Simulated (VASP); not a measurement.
Computed with PW91 GGA, VASP's PBE PAW potentials (set 64) (plane waves; VASP 6.6.1).

A VASP calculation is set up with these files.

File POSCAR:
```
CuI
4.299090
  0.0000000000   0.7071067798   0.7071067798
  0.7071067798   0.0000000000   0.7071067798
  0.7071067798   0.7071067798   0.0000000000
Cu I
1 1
Cart
  0.7071067798   0.7071067798   0.0000000000
  0.3535533899   0.3535533899   0.3535533899
```

**KPOINTS**
```
Automatic mesh
0
gamma
  8 8 8
```

INCAR:
```
LREAL = .False.
NELM = 100   ! most electronic steps
PREC = Accurate
EDIFF = 1E-7   ! SCF stop (eV)
LMAXMIX = 4
LWAVE = .False.
ENCUT = 520   ! plane-wave cut-off (eV)
ISIF = 2   ! forces and stress, cell fixed
ALGO = Normal
SYSTEM = CuI
LCHARG = .True.
GGA = 91
LORBIT = 11
NEDOS = 601
LASPH = .True.
ISMEAR = -5   ! tetrahedra, Bloechl
```

POTCAR, in this order: Cu I (PBE.64 set). Program: vasp_std.

What VASP printed:

OSZICAR:
```
       N       E                     dE             d eps       ncg     rms          rms(c)
DAV:   1     0.106339366153E+03    0.10634E+03   -0.79338E+03   759   0.142E+03
DAV:   2     0.248972087562E+01   -0.10385E+03   -0.98288E+02   759   0.270E+02
DAV:   3    -0.553726959981E+01   -0.80270E+01   -0.78965E+01   999   0.848E+01
DAV:   4    -0.581558740528E+01   -0.27832E+00   -0.27814E+00   887   0.141E+01
DAV:   5    -0.582511840400E+01   -0.95310E-02   -0.95307E-02  1132   0.276E+00    0.518E+00
DAV:   6    -0.574861046614E+01    0.76508E-01   -0.33273E+00   793   0.525E+01    0.330E+00
DAV:   7    -0.561645064384E+01    0.13216E+00   -0.74208E-01   829   0.310E+01    0.169E+00
DAV:   8    -0.561856045741E+01   -0.21098E-02   -0.46997E-02  1094   0.371E+00    0.427E-01
DAV:   9    -0.561553512708E+01    0.30253E-02   -0.14206E-02   957   0.376E+00    0.148E-01
DAV:  10    -0.561567779541E+01   -0.14267E-03   -0.68817E-04   869   0.217E-01    0.710E-02
DAV:  11    -0.561571582379E+01   -0.38028E-04   -0.47149E-04   970   0.683E-01    0.349E-02
DAV:  12    -0.561571081237E+01    0.50114E-05   -0.53226E-05  1175   0.163E-01    0.298E-02
DAV:  13    -0.561570892293E+01    0.18894E-05   -0.37323E-06  1138   0.447E-02    0.156E-02
DAV:  14    -0.561570804982E+01    0.87311E-06   -0.74050E-06  1073   0.843E-02    0.229E-03
DAV:  15    -0.561570838150E+01   -0.33169E-06   -0.12047E-06   819   0.772E-03    0.489E-03
DAV:  16    -0.561570834718E+01    0.34325E-07   -0.30588E-08   462   0.285E-03
   1 F= -.56157083E+01 E0= -.56157083E+01  d E =0.000000E+00
```

File OUTCAR:
```
------------------------ aborting loop because EDIFF is reached ----------------------------------------
  FORCE on cell =-STRESS in cart. coord.  units (eV):
  Direction    XX          YY          ZZ          XY          YZ          ZX
  --------------------------------------------------------------------------------------
  Total       -0.0070661     -0.0070661     -0.0070661     -0.0000000      0.0000000     -0.0000000
  in kB       -0.2015004     -0.2015004     -0.2015004     -0.0000000      0.0000000     -0.0000000
  external PRESSURE =      -0.2015004 kB  Pullay stress =       0.0000000 kB
  volume of cell :       56.18
      direct lattice vectors                 reciprocal lattice vectors
     0.000000000  3.039915686  3.039915686    -0.164478246  0.164478246  0.164478246
     3.039915686  0.000000000  3.039915686     0.164478246 -0.164478246  0.164478246
     3.039915686  3.039915686  0.000000000     0.164478246  0.164478246 -0.164478246
  FREE ENERGIE OF THE ION-ELECTRON SYSTEM (eV)
  ---------------------------------------------------
  free  energy   TOTEN  =        -5.6157083472 eV

  energy  without entropy=       -5.6157083472  energy(sigma->0) =       -5.61570835

 total charge

# of ion       s       p       d       tot
------------------------------------------
    1        0.326   0.257   9.339   9.922
    2        1.498   2.758   0.052   4.308
--------------------------------------------------
tot          1.824   3.015   9.391  14.230
```
(Selected blocks of OUTCAR.)

### OUTCAR
```
 val. band max:        4.2751588620   @ k =   0.0000   0.0000   0.0000

 cond. band min:       5.4153951039   @ k =   0.0000   0.0000   0.0000


 Fermi energy:         4.2973476099

 k-point     1 :       0.0000    0.0000    0.0000
  band No.  band energies     occupation
      1      -9.6480      2.00000
      2       0.6807      2.00000
      3       0.6807      2.00000
      4       0.6807      2.00000
      5       2.4418      2.00000
      6       2.4418      2.00000
      7       4.2752      2.00000
      8       4.2752      2.00000
      9       4.2752      2.00000
     10       5.4154      0.00000
     11       9.1696      0.00000
     12       9.1696      0.00000
     13       9.1696      0.00000

 k-point     2 :       0.1250    0.0000    0.0000
  band No.  band energies     occupation
      1      -9.5767      2.00000
      2       0.3893      2.00000
      3       0.6866      2.00000
      4       0.6866      2.00000
      5       2.4358      2.00000
      6       2.4358      2.00000
      7       3.6612      2.00000
      8       4.1614      2.00000
      9       4.1614      2.00000
     10       6.1039      0.00000
     11       9.0731      0.00000
     12       9.3837      0.00000
     13       9.3837      0.00000

 k-point     3 :       0.2500    0.0000    0.0000
  band No.  band energies     occupation
      1      -9.3942      2.00000
      2      -0.3018      2.00000
      3       0.6976      2.00000
      4       0.6976      2.00000
      5       2.4330      2.00000
      6       2.4330      2.00000
      7       3.0124      2.00000
      8       3.9103      2.00000
      9       3.9103      2.00000
     10       6.5506      0.00000
     11       9.7149      0.00000
     12       9.7149      0.00000
     13       9.7441      0.00000

 k-point     4 :       0.3750    0.0000    0.0000
  band No.  band energies     occupation
      1      -9.1942      2.00000
      2      -0.9675      2.00000
      3       0.7039      2.00000
...
```

Unless said otherwise, spin-orbit coupling is left out, though it shifts the bands of the heavy elements here.

The compound is CuI in the zinc blende structure. It was relaxed first.
